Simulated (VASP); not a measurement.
A run of VASP 6.6.1:

File INCAR:

```
SYSTEM = Si48H21CN
PREC     = Accurate       ! precision mode
ENCUT    = 400            ! plane-wave cutoff, eV
EDIFF    = 1E-6           ! SCF threshold, eV
ISMEAR   = 0              ! smearing method
SIGMA    = 0.05           ! smearing width, eV
LREAL    = Auto         
LASPH    = .TRUE.         ! aspherical terms in the spheres
NELM     = 80             ! most SCF steps
ALGO     = Normal         ! electronic algorithm
ISIF     = 2              ! what is computed and relaxed
LWAVE    = .FALSE.        ! write WAVECAR
LCHARG   = .FALSE.        ! write CHGCAR
GGA      = PE             ! functional
IVDW     = 12             ! dispersion correction
ISYM     = 0            
NCORE    = 4
```

Contents of KPOINTS:

```
Automatic mesh
0
G
  1 1 1
  0 0 0
```

POSCAR

```
Si48H21CN
1.0
    7.6805938572      7.6805938572      0.0000000000
   -7.6805938572      7.6805938572      0.0000000000
    0.0000000000      0.0000000000     23.4276500000
Si H N C
48 21 1 1
Direct
    0.7005149941      0.2994850059      0.4169282877
    0.7994850059      0.7005149941      0.4169282877
    0.0494850059      0.9505149941      0.4310142076
    0.2994850059      0.2005149941      0.4169282877
    0.9505149941      0.5494850059      0.4451001274
    0.2005149941      0.7994850059      0.4310142076
    0.4505149941      0.0494850059      0.4451001274
    0.5494850059      0.4505149941      0.4451001274
    0.8750000000      0.3750000000      0.3773276449
    0.8750000000      0.8750000000      0.3773276449
    0.1250000000      0.1250000000      0.3773276449
    0.3750000000      0.3750000000      0.3773276449
    0.1250000000      0.6250000000      0.3773276449
    0.3750000000      0.8750000000      0.3773276449
    0.6250000000      0.1250000000      0.3773276449
    0.6250000000      0.6250000000      0.3773276449
    0.0000000000      0.2500000000      0.3193726217
    0.0000000000      0.7500000000      0.3193726217
    0.2500000000      0.0000000000      0.3193726217
    0.5000000000      0.2500000000      0.3193726217
    0.2500000000      0.5000000000      0.3193726217
    0.5000000000      0.7500000000      0.3193726217
    0.7500000000      0.0000000000      0.3193726217
    0.7500000000      0.5000000000      0.3193726217
    0.8750000000      0.1250000000      0.2614175984
    0.8750000000      0.6250000000      0.2614175984
    0.1250000000      0.8750000000      0.2614175984
    0.3750000000      0.1250000000      0.2614175984
    0.1250000000      0.3750000000      0.2614175984
    0.3750000000      0.6250000000      0.2614175984
    0.6250000000      0.8750000000      0.2614175984
    0.6250000000      0.3750000000      0.2614175984
    0.7500000000      0.2500000000      0.2034625752
    0.7500000000      0.7500000000      0.2034625752
    0.0000000000      0.0000000000      0.2034625752
    0.2500000000      0.2500000000      0.2034625752
    0.0000000000      0.5000000000      0.2034625752
    0.2500000000      0.7500000000      0.2034625752
    0.5000000000      0.0000000000      0.2034625752
    0.5000000000      0.5000000000      0.2034625752
    0.8750000000      0.3750000000      0.1455075520
    0.8750000000      0.8750000000      0.1455075520
    0.1250000000      0.1250000000      0.1455075520
    0.3750000000      0.3750000000      0.1455075520
    0.1250000000      0.6250000000      0.1455075520
    0.3750000000      0.8750000000      0.1455075520
    0.6250000000      0.1250000000      0.1455075520
    0.6250000000      0.6250000000      0.1455075520
    0.9516281893      0.2983718107      0.1067115140
    0.7983718107      0.4516281893      0.1067115140
    0.9516281893      0.7983718107      0.1067115140
    0.7983718107      0.9516281893      0.1067115140
    0.2016281893      0.0483718107      0.1067115140
    0.0483718107      0.2016281893      0.1067115140
    0.4516281893      0.2983718107      0.1067115140
    0.2983718107      0.4516281893      0.1067115140
    0.2016281893      0.5483718107      0.1067115140
    0.0483718107      0.7016281893      0.1067115140
    0.4516281893      0.7983718107      0.1067115140
    0.2983718107      0.9516281893      0.1067115140
    0.7016281893      0.0483718107      0.1067115140
    0.5483718107      0.2016281893      0.1067115140
    0.7016281893      0.5483718107      0.1067115140
    0.5483718107      0.7016281893      0.1067115140
    0.2221836175      0.6675332455      0.5091014764
    0.1956538069      0.9283719948      0.5377880855
    0.0716704961      0.8220544100      0.5405494039
    0.1992697076      0.8056137605      0.5872813754
    0.0172289682      0.9827710318      0.4878166351
    0.2418572396      0.7581427604      0.5038173189
    0.1721358062      0.8318560660      0.5441971988
```

Potentials or basis: VASP PAW PBE potentials, release 64 (Si, H, N, C).

Run with:

```console
$ cat potpaw_PBE.64/Si/POTCAR potpaw_PBE.64/H/POTCAR potpaw_PBE.64/N/POTCAR potpaw_PBE.64/C/POTCAR > POTCAR
$ mpirun -np 8 vasp_gam > vasp.out
```

Hardware: 8 MPI ranks on Intel(R) Xeon(R) Platinum 8559C (Emerald Rapids), with other jobs on the host.

Task: How long does it take, and how much memory?

Result: It took 120 s on 8 MPI ranks on Intel(R) Xeon(R) Platinum 8559C (Emerald Rapids), with other jobs on the host, peak memory 0.36 GiB a rank. Counts: scf iterations 31, k points 1.
